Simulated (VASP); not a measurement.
Data:

```xyz
2
Lattice="2.8205 0.0000 0.0000 0.0000 2.8205 0.0000 0.0000 0.0000 2.8205" Properties=species:S:1:pos:R:3 pbc="T T T"
Al     1.4103     1.4103     1.4103
Co     0.0000     0.0000     0.0000
```

Computed with r2SCAN meta-GGA with spin-orbit coupling, VASP's PBE PAW potentials (set 64) (plane waves; VASP). Numerical set-up: 400 eV cut-off, 12×12×12 Γ-centred mesh, Gaussian smearing of 0.050 eV, potentials Al Co.

### Question
Give the energies of bands 3 to 16 at the high-symmetry points, in eV from the Fermi level.

### Answer

```tsv
band	Γ	X	M	R
3	-3.25	-7.27	-3.36	-4.48
4	-3.25	-7.27	-3.36	-4.48
5	-3.25	-2.57	-3.08	-4.43
6	-3.25	-2.57	-3.08	-4.43
7	-1.19	-2.12	-3.03	-0.18
8	-1.19	-2.12	-3.03	-0.18
9	-1.19	-2.04	-1.90	-0.18
10	-1.19	-2.04	-1.90	-0.18
11	-1.08	-1.03	-1.84	2.21
12	-1.08	-1.03	-1.84	2.21
13	6.36	0.23	-0.22	2.37
14	6.36	0.23	-0.22	2.37
15	6.49	8.72	2.60	2.37
16	6.49	8.72	2.60	2.37
```

It has no gap at this level: it comes out as a metal or semimetal.

The compound is CoAl in the CsCl type structure. It was relaxed first.
